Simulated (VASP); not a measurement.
# LiCoC2 (R-3m) in VASP: a series of runs, part 2 of 2

VASP 6.6.1. The steps go on from the part before.

## 4. Single point, r2SCAN+U

Input file POSCAR:

```
LiCoC2
1.0
    1.4142840000      2.4496080000      0.0000000000
   -1.4142840000      2.4496080000      0.0000000000
    0.0000000000     -1.6330720000      4.7055480000
Li Co C
1 1 2
Direct
    0.5000000000      0.5000000000      0.5000000000
    0.0000000000      0.0000000000      0.0000000000
    0.2592000000      0.2592000000      0.7776000000
    0.7408000000      0.7408000000      0.2224000000
```

Input file INCAR.step1:

```
  ALGO = Normal
  EDIFF = 1E-4
  ENCUT = 520
  GGA = PE
  ISMEAR = -1
  LASPH = T
  LCHARG = F
  LDAU = T
  LDAUJ = 0 0 0
  LDAUL = -1 2 -1
  LDAUTYPE = 2
  LDAUU = 0 8 0
  LMAXMIX = 4
  LREAL = F
  LWAVE = T
  NBANDS = 18
  NELM = 150
  PREC = Accurate
  SIGMA = 0.1
```

Input file INCAR.step2:

```
  ALGO = Normal
  EDIFF = 1E-6
  ENCUT = 520
  ISIF = 2
  ISMEAR = -1
  ISTART = 1
  LASPH = T
  LCHARG = F
  LDAU = T
  LDAUJ = 0 0 0
  LDAUL = -1 2 -1
  LDAUPRINT = 1
  LDAUTYPE = 2
  LDAUU = 0 8 0
  LMAXMIX = 4
  LMIXTAU = T
  LREAL = F
  LWAVE = F
  METAGGA = R2SCAN
  NBANDS = 18
  NELM = 150
  PREC = Accurate
  SIGMA = 0.1
```

Input file KPOINTS:

```
k-points
0
Gamma
  7 7 7
```

Potentials or basis: VASP PAW PBE potentials, release 64 (Li_sv, Co, C).

Run with:

```sh
cat potpaw_PBE.64/Li_sv/POTCAR potpaw_PBE.64/Co/POTCAR potpaw_PBE.64/C/POTCAR > POTCAR
cp INCAR.step1 INCAR
mpirun -np 1 vasp_std > vasp.out
cp INCAR.step2 INCAR
mpirun -np 1 vasp_std > vasp.out
```

OUTCAR:

```text
EDIFF = 1E-6
   ENCUT = 520
   ISIF = 2
   ISMEAR = -1
   ISTART = 1
   LASPH = T
   LREAL = F
   METAGGA = R2SCAN
   NELM = 150
   PREC = Accurate

 ion  position               nearest neighbor table
   1  0.500  0.500  0.500-   3 2.09   4 2.09   3 2.09   3 2.09   4 2.09   4 2.09   2 2.86   2 2.86
                             2 2.86   2 2.86   2 2.86   2 2.86
   2  0.000  0.000  0.000-   3 1.94   4 1.94   4 1.94   4 1.94   3 1.94   3 1.94   1 2.86   1 2.86
                             1 2.86   1 2.86   1 2.86   1 2.86
   3  0.259  0.259  0.778-   2 1.94   2 1.94   2 1.94   1 2.09   1 2.09   1 2.09
   4  0.741  0.741  0.222-   2 1.94   2 1.94   2 1.94   1 2.09   1 2.09   1 2.09

  LATTYP: Found a trigonal (rhomboedric) cell.
 ALAT       =     4.9808746473
 COS(alpha) =     0.8387528572

  Lattice vectors:

 A1 = (   1.4142840000,   0.8165360000,   4.7055480000)
 A2 = (  -1.4142840000,   0.8165360000,   4.7055480000)
 A3 = (   0.0000000000,  -1.6330720000,   4.7055480000)

Analysis of symmetry for initial positions (statically):
=====================================================================
 Subroutine PRICEL returns:
 Original cell was already a primitive cell.
[... 215 lines left out ...]
 cond. band min:       6.4068265114   @ k =  -0.4286   0.1429   0.0000
 fundamental gap:      0.0535916291
 Fermi energy:         6.3684920074

 k-point     1 :       0.0000    0.0000    0.0000
  band No.  band energies     occupation
      1     -39.4036      2.00000
      2      -7.8780      2.00000
      3      -3.9527      2.00000
      4      -0.2403      2.00000
      5       2.0378      2.00000
      6       2.0378      2.00000
[... 481 lines left out ...]
      5       1.4387      2.00000
      6       2.8473      2.00000
[... 10 lines left out ...]
     17      21.7359      0.00000
     18      22.3752      0.00000

 [... further k-points ...]

------------------------ aborting loop because EDIFF is reached ----------------------------------------

  FORCE on cell =-STRESS in cart. coord.  units (eV):
  Direction    XX          YY          ZZ          XY          YZ          ZX
  --------------------------------------------------------------------------------------
  -------------------------------------------------------------------------------------
  Total       -0.2976634     -0.2976625      0.7005153      0.0000000      0.0000000      0.0000000
  in kB      -14.6272471    -14.6272024     34.4234807      0.0000000      0.0000000      0.0000000
  external PRESSURE =       1.7230104 kB  Pullay stress =       0.0000000 kB

 VOLUME and BASIS-vectors are now :
 -----------------------------------------------------------------------------
  energy-cutoff  :      520.00
  volume of cell :       32.60
      direct lattice vectors                 reciprocal lattice vectors
     1.414284000  2.449608000  0.000000000     0.353535782  0.204114291  0.070838366
    -1.414284000  2.449608000  0.000000000    -0.353535782  0.204114291  0.070838366
     0.000000000 -1.633072000  4.705548000     0.000000000  0.000000000  0.212515099

 POSITION                                       TOTAL-FORCE (eV/Angst)
 -----------------------------------------------------------------------------------
      0.00000      1.63307      2.35277        -0.000000      0.000000      0.000000
      0.00000      0.00000      0.00000         0.000000      0.000000      0.000000
      0.00000      0.00000      3.65903        -0.000000     -0.000000      1.354137
      0.00000      3.26614      1.04651        -0.000000      0.000000     -1.354137
 -----------------------------------------------------------------------------------
    total drift:                                0.000000      0.000000      0.000000

  FREE ENERGIE OF THE ION-ELECTRON SYSTEM (eV)
  ---------------------------------------------------
  free  energy   TOTEN  =       -24.1829832914 eV

  energy  without entropy=      -24.1019043964  energy(sigma->0) =      -24.14244384
```

It took 53 s on 1 thread of Intel Xeon 6975P-C (Granite Rapids), shared host; peak memory 0.18 GiB.

What came out:

| Property | Result |
| --- | --- |
| Free energy | -24.1830 eV |
| Largest force | 1.354 eV/Å |
| Band gap on the k mesh | none (metal or under the smearing width) |

Forces in eV/Å, atoms in the order of the input:
```
Li   0.000  0.000  0.000
Co   0.000  0.000  0.000
C    0.000  0.000  1.354
C    0.000  0.000 -1.354
```

Eigenvalues of the final occupation matrices:
```tsv
site	spin	trace	eigenvalues
site 2 d	1	3.97	0.64 0.64 0.89 0.89 0.92
site 2 d	2	3.97	0.64 0.64 0.89 0.89 0.92
```

Caveat: the k mesh is coarse (spacing up to 0.37 Å⁻¹), so the values aren't converged; the cutoff is under 1.25 times the usual one of these potentials, so pressure, stress and relaxed cells hold a basis-set (Pulay) error; the PAW data sets were made with another functional, which shifts forces and pressure a little; U without spin polarisation on a metal has little footing; the U is typed as a test and isn't derived for this compound. Spin polarisation is off, so any magnetic state and its effect on volume and gap are missing.

## 5. Overview

```tsv
level	U	gap on the mesh (eV)	largest force (eV/Å)
PBE	-	none	0.65
PBEsol	-	none	0.91
r2SCAN+U	Co d U = 8.0 eV	none	1.35
```

Alike in all rows: task single point; potentials or basis VASP PAW PBE potentials, release 64 (Li_sv, Co, C); no spin polarisation; cell as given; k mesh 7 × 7 × 7; cutoff (eV) 520; smearing fermi-dirac 0.1 eV; the mesh is coarse, so values aren't converged.

Caveats: all runs use coarse meshes; the cutoff is under 1.25 times the usual one of these potentials, so pressure, stress and relaxed cells hold a basis-set (Pulay) error; the PAW data sets were made with another functional, which shifts forces and pressure a little (some runs); U without spin polarisation on a metal has little footing (some runs); the U is typed as a test and isn't derived for this compound (some runs).

Absolute energies hang on the potentials; compare differences alone.
